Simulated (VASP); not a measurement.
# Ca: Ca into a neighbouring Ca vacancy

Aim: the barrier for one hop in Ca: Ca into a neighbouring Ca vacancy.

Method: PBEsol; plane waves and PAW (Ca_pv), in VASP 6.6.1.

### 1. The host crystal

The structure is cubic, space group Fm-3m (No. 225). Conventional cell: a = 5.580 Å, b = 5.580 Å, c = 5.580 Å, α = 90.00°, β = 90.00°, γ = 90.00°. Nearest to Ca lie 12 Ca at 3.95 Å.

Coordinates:

```xyz
1
Lattice="0.0000 2.7900 2.7900 2.7900 0.0000 2.7900 2.7900 2.7900 0.0000" Properties=species:S:1:pos:R:3 pbc="T T T"
Ca    0.0000    0.0000    0.0000
```

### 2. Relax the host

The later steps need the crystal at this functional's own lattice; a raised cutoff keeps the stress reliable while the cell changes.

INCAR reads:

```
SYSTEM = Ca
PREC = Accurate
ENCUT = 350
EDIFF = 1E-06
NELM = 120
ISMEAR = 1
SIGMA = 0.15
LREAL = .FALSE.
ALGO = Normal
GGA = PS
NBANDS = 10
LORBIT = 11
LWAVE = .FALSE.
LCHARG = .FALSE.
KPAR = 6
IBRION = 2
NSW = 40
ISIF = 3
EDIFFG = -0.02
POTIM = 0.4
```

POSCAR reads:

```
Ca
1.0
    0.0000000000      2.7900000000      2.7900000000
    2.7900000000      0.0000000000      2.7900000000
    2.7900000000      2.7900000000      0.0000000000
Ca
1
Direct
    0.0000000000      0.0000000000      0.0000000000
```

KPOINTS reads:

```
Automatic mesh
0
Gamma
10 10 10
0 0 0
```

PAW data sets: Ca_pv (PBE family, release 64).

Command:

```console
mpirun -np 6 vasp_std
```

The program printed:

```text
[banner, memory and clock lines left out]
running    6 mpi-ranks, on    1 nodes
 distrk:  each k-point on    1 cores,    6 groups
 distr:  one band on    1 cores,    1 groups

 POSCAR found type information on POSCAR Ca
 POSCAR found :  1 types and       1 ions
|                                                                             |
|           W    W    AA    RRRRR   N    N  II  N    N   GGGG   !!!           |
|           W    W   A  A   R    R  NN   N  II  NN   N  G    G  !!!           |
|           W    W  A    A  R    R  N N  N  II  N N  N  G       !!!           |
|           W WW W  AAAAAA  RRRRR   N  N N  II  N  N N  G  GGG   !            |
|           WW  WW  A    A  R   R   N   NN  II  N   NN  G    G                |
|           W    W  A    A  R    R  N    N  II  N    N   GGGG   !!!           |
|                                                                             |
|     For optimal performance we recommend to set                             |
|       NCORE = 2 up to number-of-cores-per-socket                            |
|     NCORE specifies how many cores store one orbital (NPAR=cpu/NCORE).      |
|     This setting can greatly improve the performance of VASP for DFT.       |
|     The default, NCORE=1 might be grossly inefficient on modern             |
|     multi-core architectures or massively parallel machines. Do your        |
|     Unfortunately you need to use the default for GW and RPA                |
|     calculations (for HF NCORE is supported but not extensively tested      |
|     yet).                                                                   |
|                                                                             |

|                                                                             |
|               ----> ADVICE to this user running VASP <----                  |
|                                                                             |
|     You enforced a specific xc type in the INCAR file but a different       |
|     [... a line on the potential file left out ...]
|     I HOPE YOU KNOW WHAT YOU ARE DOING!                                     |
|                                                                             |

 LDA part: xc-table for (Slater+PW92), standard interpolation
 POSCAR, INCAR and KPOINTS ok, starting setup
 FFT: planning ... GRIDC
 FFT: planning ... GRID_SOFT
 FFT: planning ... GRID
 WAVECAR not read
 entering main loop
       N       E                     dE             d eps       ncg     rms          rms(c)
DAV:   1     0.299950227802E+02    0.29995E+02   -0.29683E+03   970   0.760E+02
DAV:   2    -0.278522275461E+00   -0.30274E+02   -0.30010E+02   962   0.162E+02
DAV:   3    -0.205896583959E+01   -0.17804E+01   -0.17718E+01  1106   0.391E+01
DAV:   4    -0.210268320511E+01   -0.43717E-01   -0.43688E-01  1328   0.629E+00
DAV:   5    -0.210385517224E+01   -0.11720E-02   -0.11718E-02  1442   0.870E-01    0.673E-01
DAV:   6    -0.210991465847E+01   -0.60595E-02   -0.29520E-03  1238   0.900E-01    0.401E-01
DAV:   7    -0.211353982182E+01   -0.36252E-02   -0.41400E-03  1084   0.104E+00    0.355E-02
DAV:   8    -0.211349300058E+01    0.46821E-04   -0.21583E-04  1098   0.231E-01    0.695E-03
DAV:   9    -0.211349821717E+01   -0.52166E-05   -0.72066E-06  1434   0.219E-02    0.314E-03
DAV:  10    -0.211349992017E+01   -0.17030E-05   -0.73543E-07  1086   0.144E-02    0.894E-04
DAV:  11    -0.211350008824E+01   -0.16808E-06   -0.19391E-08   644   0.126E-03
   1 F= -.21135001E+01 E0= -.21134193E+01  d E =-.211350E+01
 curvature:   0.00 expect dE= 0.000E+00 dE for cont linesearch  0.000E+00
 trial: gam= 0.00000 g(F)=  0.249E-64 g(S)=  0.107E-01 ort = 0.000E+00 (trialstep = 0.100E+01)
 search vector abs. value=  0.107E-01
 bond charge predicted
       N       E                     dE             d eps       ncg     rms          rms(c)
DAV:   1    -0.216363878252E+01   -0.50139E-01   -0.13579E+00   994   0.212E+01    0.105E+00
DAV:   2    -0.213159984964E+01    0.32039E-01   -0.44268E-02  1034   0.364E+00    0.521E-01
DAV:   3    -0.212173515008E+01    0.98647E-02   -0.26907E-02  1180   0.283E+00    0.448E-02
DAV:   4    -0.212158712095E+01    0.14803E-03   -0.57247E-04  1094   0.374E-01    0.221E-02
DAV:   5    -0.212158898099E+01   -0.18600E-05   -0.37771E-05  1476   0.507E-02    0.101E-02
DAV:   6    -0.212158909831E+01   -0.11732E-06   -0.75429E-07   920   0.672E-03
   2 F= -.21215891E+01 E0= -.21213970E+01  d E =-.808901E-02
[...]
3 F= -.21239039E+01 E0= -.21236069E+01  d E =-.104038E-01
 curvature:  -0.89 expect dE=-0.127E-03 dE for cont linesearch -0.127E-03
 ZBRENT: extrapolating
 opt :   1.8939  next Energy=    -2.124037 (dE=-0.105E-01)
 bond charge predicted
       N       E                     dE             d eps       ncg     rms          rms(c)
DAV:   1    -0.212609170300E+01   -0.21877E-02   -0.67000E-02   988   0.485E+00    0.229E-01
DAV:   2    -0.212454187658E+01    0.15498E-02   -0.21800E-03  1018   0.810E-01    0.113E-01
DAV:   3    -0.212408011581E+01    0.46176E-03   -0.12439E-03  1136   0.605E-01    0.104E-02
DAV:   4    -0.212407567208E+01    0.44437E-05   -0.35057E-05  1086   0.928E-02    0.358E-03
DAV:   5    -0.212407548086E+01    0.19122E-06   -0.21841E-06  1414   0.205E-02
   4 F= -.21240755E+01 E0= -.21237408E+01  d E =-.105754E-01
 curvature:  -0.94 expect dE=-0.289E-05 dE for cont linesearch -0.289E-05
 trial: gam=-0.01673 g(F)=  0.000E+00 g(S)=  0.309E-05 ort = 0.182E-03 (trialstep = 0.118E+01)
 search vector abs. value=  0.996E-09
 reached required accuracy - stopping structural energy minimisation
```

The job ended after 4.6 s (6 MPI ranks of Intel Xeon Platinum 8488C (Sapphire Rapids), shared host; peak memory 0.84 GiB).

Lines that name or quote the potential files are left out of all logs, and their timing lines are given in words.

Parts of OUTCAR (step 2):

```text
ion  position               nearest neighbor table
   1  0.000  0.000  0.000-

  LATTYP: Found a face centered cubic cell.
 ALAT       =     5.5800000000

 Subroutine GETGRP returns: Found 48 space group operations
 (whereof 48 operations were pure point group operations)

The static configuration has the point symmetry O_h .

 Found     47 irreducible k-points:

   k-points           NKPTS =     47   k-points in BZ     NKDIM =     47   number of bands    NBANDS=     10

   dimension x,y,z NGX =    24 NGY =   24 NGZ =   24
   dimension x,y,z NGXF=    48 NGYF=   48 NGZF=   48

   ENCUT  =  350.0 eV  25.72 Ry    5.07 a.u.   6.02  6.02  6.02*2*pi/ulx,y,z

   NELECT =       8.0000    total number of electrons

 k-points in reciprocal lattice and weights: Automatic mesh
   0.00000000  0.00000000  0.00000000       0.001
   0.10000000  0.00000000  0.00000000       0.008
   0.20000000  0.00000000  0.00000000       0.008
   0.30000000  0.00000000  0.00000000       0.008
   0.40000000  0.00000000  0.00000000       0.008
   0.50000000  0.00000000  0.00000000       0.004
   0.10000000  0.10000000  0.00000000       0.006
   0.20000000  0.10000000  0.00000000       0.024
   0.30000000  0.10000000  0.00000000       0.024
[...]
-0.30000000  0.40000000  0.20000000       0.024
  -0.30000000  0.50000000  0.20000000       0.012

 average (electrostatic) potential at core
       1 -49.3608

 E-fermi :   2.3223

 k-point     1 :       0.0000    0.0000    0.0000
  band No.  band energies     occupation
      1     -20.4213      2.00000
      2     -20.4213      2.00000
      3     -20.4213      2.00000
      4      -1.8090      2.00000
      5       4.6835     -0.00000
      6       4.6835     -0.00000
      7       4.6835     -0.00000
      8       5.8155      0.00000
      9       5.8155      0.00000
    ...

 k-point     2 :       0.1000    0.0000    0.0000
  band No.  band energies     occupation
      1     -20.4372      2.00000
      2     -20.4235      2.00000
      3     -20.4235      2.00000
      4      -1.6329      2.00000
      5       4.4937     -0.00000
      6       4.7491     -0.00000
      7       4.7491     -0.00000
      8       5.7595      0.00000
      9       5.7595      0.00000
    ...

 k-point     3 :       0.2000    0.0000    0.0000
  band No.  band energies     occupation
      1     -20.4784      2.00000
      2     -20.4291      2.00000
      3     -20.4291      2.00000
      4      -1.1228      2.00000
      5       4.0227     -0.00000
      6       4.8422     -0.00000
      7       4.8422     -0.00000
      8       5.7339      0.00000
      9       5.7339      0.00000
    ...

  Total       -0.0051694     -0.0051694     -0.0051694     -0.0000000      0.0000000      0.0000000
  in kB       -0.2039686     -0.2039686     -0.2039686     -0.0000000      0.0000000      0.0000000
  external PRESSURE =      -0.2039686 kB  Pullay stress =       0.0000000 kB

  energy-cutoff  :      350.00
  volume of cell :       40.61
      direct lattice vectors                 reciprocal lattice vectors
     0.000000000  2.728047011  2.728047011    -0.183281299  0.183281299  0.183281299
     2.728047011  0.000000000  2.728047011     0.183281299 -0.183281299  0.183281299
     2.728047011  2.728047011  0.000000000     0.183281299  0.183281299 -0.183281299

 POSITION                                       TOTAL-FORCE (eV/Angst)
 -----------------------------------------------------------------------------------
      0.00000      0.00000      0.00000         0.000000      0.000000      0.000000
 -----------------------------------------------------------------------------------
    total drift:                               -0.000000      0.000000     -0.000000

  FREE ENERGIE OF THE ION-ELECTRON SYSTEM (eV)
  ---------------------------------------------------
  free  energy   TOTEN  =        -2.1240754809 eV

  energy  without entropy=       -2.1230712968  energy(sigma->0) =       -2.12374075

 reached required accuracy - stopping structural energy minimisation

 total charge
# of ion       s       p       d       tot
------------------------------------------
    1        0.324   6.117   0.264   6.705

[... 3 further parts left out ...]
```

CONTCAR:

```
Ca
   1.00000000000000
     0.0000000000000000    2.7280470112052297    2.7280470112052297
     2.7280470112052297    0.0000000000000000    2.7280470112052297
     2.7280470112052297    2.7280470112052297    0.0000000000000000
  Ca
     1
Direct
     0.0000000000000000    0.0000000000000000    0.0000000000000000
```

The k-mesh is coarse for a metal. The PAW data sets were made with PBE, which is usual practice but a small mismatch for other functionals. The run keeps the 48 symmetry operations of its start, so it cannot find a distortion of lower symmetry.

The steps of the relaxation:

| step | energy less that of the first step (eV) | largest force (eV/Å) | pressure (GPa) | volume (Å³) |
| --- | --- | --- | --- | --- |
| 1 | 0.0000 | 0.0000 | -1.12 | 43.44 |
| 2 | -0.0081 | 0.0000 | -0.55 | 41.93 |
| 3 | -0.0104 | 0.0000 | -0.14 | 40.92 |
| 4 | -0.0106 | 0.0000 | -0.02 | 40.61 |

| conventional cell, symmetrised | before | after | change |
| --- | --- | --- | --- |
| a (Å) | 5.580 | 5.456 | -2.2 % |
| b (Å) | 5.580 | 5.456 | -2.2 % |
| c (Å) | 5.580 | 5.456 | -2.2 % |
| volume (Å³/atom) | 43.44 | 40.61 | -6.5 % |

The relaxed structure:

```
Ca
1.0
     0.00000    2.72805    2.72805
     2.72805    0.00000    2.72805
     2.72805    2.72805    0.00000
Ca
1
Direct
  0.00000 0.00000 0.00000
```

This step gave:

```yaml
electronic_cycles: 28
electrons: 8
free_energy_toten: -2.124 eV
energy_at_zero_smearing: -2.124 eV
fermi_energy: 2.322 eV
metallic: yes
```

The run ended after 4 ionic steps, 0.011 eV below its first step, once forces and stress met EDIFFG = -0.02.

### 3. Relax the host again, on a new basis

The volume changed by more than 5 %, so the plane waves of the start no longer fit; a second relaxation removes that error.

Edit INCAR of step 2 so:

```diff
@@ -16,3 +16,3 @@
 IBRION = 2
-NSW = 40
+NSW = 30
 ISIF = 3
```

POSCAR reads:

```
Ca
1.0
    0.0000000000      2.7280470112      2.7280470112
    2.7280470112      0.0000000000      2.7280470112
    2.7280470112      2.7280470112      0.0000000000
Ca
1
Direct
    0.0000000000      0.0000000000      0.0000000000
```

KPOINTS is that of step 2.

Command:

```console
mpirun -np 6 vasp_std
```

The program printed:

```text
[banner, memory and clock lines left out]
running    6 mpi-ranks, on    1 nodes
 distrk:  each k-point on    1 cores,    6 groups
 distr:  one band on    1 cores,    1 groups

 POSCAR found type information on POSCAR Ca
 POSCAR found :  1 types and       1 ions
 [... a notice as in an earlier step ...]

 [... a notice as in an earlier step ...]

 LDA part: xc-table for (Slater+PW92), standard interpolation
 POSCAR, INCAR and KPOINTS ok, starting setup
 FFT: planning ... GRIDC
 FFT: planning ... GRID_SOFT
 FFT: planning ... GRID
 WAVECAR not read
 entering main loop
       N       E                     dE             d eps       ncg     rms          rms(c)
DAV:   1     0.324850494732E+02    0.32485E+02   -0.28569E+03   962   0.795E+02
DAV:   2    -0.941081569756E-01   -0.32579E+02   -0.32323E+02   948   0.172E+02
DAV:   3    -0.206991287310E+01   -0.19758E+01   -0.19693E+01  1072   0.419E+01
DAV:   4    -0.211416000121E+01   -0.44247E-01   -0.44225E-01  1404   0.639E+00
DAV:   5    -0.211515597369E+01   -0.99597E-03   -0.99568E-03  1372   0.667E-01    0.687E-01
DAV:   6    -0.212062734450E+01   -0.54714E-02   -0.36475E-03  1184   0.105E+00    0.406E-01
DAV:   7    -0.212403860285E+01   -0.34113E-02   -0.48666E-03  1108   0.119E+00    0.388E-02
DAV:   8    -0.212396773256E+01    0.70870E-04   -0.24859E-04  1188   0.254E-01    0.746E-03
DAV:   9    -0.212397271791E+01   -0.49854E-05   -0.64860E-06  1498   0.217E-02    0.335E-03
DAV:  10    -0.212397491617E+01   -0.21983E-05   -0.77192E-07  1134   0.145E-02    0.482E-04
DAV:  11    -0.212397490610E+01    0.10076E-07   -0.16640E-08   652   0.125E-03
   1 F= -.21239749E+01 E0= -.21236405E+01  d E =-.212397E+01
 curvature:   0.00 expect dE= 0.000E+00 dE for cont linesearch  0.000E+00
 trial: gam= 0.00000 g(F)=  0.111E-63 g(S)=  0.158E-05 ort = 0.000E+00 (trialstep = 0.100E+01)
 search vector abs. value=  0.158E-05
 reached required accuracy - stopping structural energy minimisation
```

The job ended after 2.4 s (6 MPI ranks; peak memory 0.78 GiB).

Parts of OUTCAR (step 3):

```text
  LATTYP: Found a face centered cubic cell.
 ALAT       =     5.4560940224

The static configuration has the point symmetry O_h .

 Found     47 irreducible k-points:

   ENCUT  =  350.0 eV  25.72 Ry    5.07 a.u.   5.89  5.89  5.89*2*pi/ulx,y,z

   NELECT =       8.0000    total number of electrons

 E-fermi :   2.3224

 k-point     1 :       0.0000    0.0000    0.0000
  band No.  band energies     occupation
      1     -20.4208      2.00000
      2     -20.4208      2.00000
      3     -20.4208      2.00000
      4      -1.8089      2.00000
      5       4.6838     -0.00000
      6       4.6838     -0.00000
      7       4.6838     -0.00000
      8       5.8158      0.00000
      9       5.8158      0.00000
    ...

 k-point     2 :       0.1000    0.0000    0.0000
  band No.  band energies     occupation
      1     -20.4367      2.00000
      2     -20.4229      2.00000
      3     -20.4229      2.00000
      4      -1.6328      2.00000
      5       4.4940     -0.00000
      6       4.7494     -0.00000
      7       4.7494     -0.00000
      8       5.7598      0.00000
      9       5.7598      0.00000
    ...

  Total       -0.0036895     -0.0036895     -0.0036895     -0.0000000     -0.0000000      0.0000000
  in kB       -0.1455762     -0.1455762     -0.1455762     -0.0000000     -0.0000000      0.0000000
  external PRESSURE =      -0.1455762 kB  Pullay stress =       0.0000000 kB

 POSITION                                       TOTAL-FORCE (eV/Angst)
 -----------------------------------------------------------------------------------
      0.00000      0.00000      0.00000         0.000000      0.000000      0.000000
 -----------------------------------------------------------------------------------
    total drift:                               -0.000000      0.000000      0.000000

  FREE ENERGIE OF THE ION-ELECTRON SYSTEM (eV)
  ---------------------------------------------------
  free  energy   TOTEN  =        -2.1239749061 eV

  energy  without entropy=       -2.1229716340  energy(sigma->0) =       -2.12364048

[... 8 parts as in an earlier step ...]

[... 5 further parts left out ...]
```

CONTCAR:

```
Ca
   1.00000000000000
     0.0000000000000000    2.7280470112000001    2.7280470112000001
     2.7280470112000001    0.0000000000000000    2.7280470112000001
     2.7280470112000001    2.7280470112000001    0.0000000000000000
  Ca
     1
Direct
     0.0000000000000000    0.0000000000000000    0.0000000000000000
```

Little changed from the start: no atom moved by 0.005 Å and no cell edge by 0.1 %.

Numbers from this step:

* electronic cycles: 11

The start already met the threshold, so nothing moved.

(Continued in part 2 of 4.)

[Lines on the potential files, build, host, timing and source positions are cut from VASP's logs without a mark.]

[Logs are printed without paths, hosts, clocks, repeated set-up lines and the standing remarks that a program may print on its own settings, such as how far it seeks lower states.]

[Hosts, paths, dates, database ids (printed as entryN), source tags and the programs' standing remarks are cut or masked in the printed files.]

[Runs that stopped without an error message from VASP are left out.]
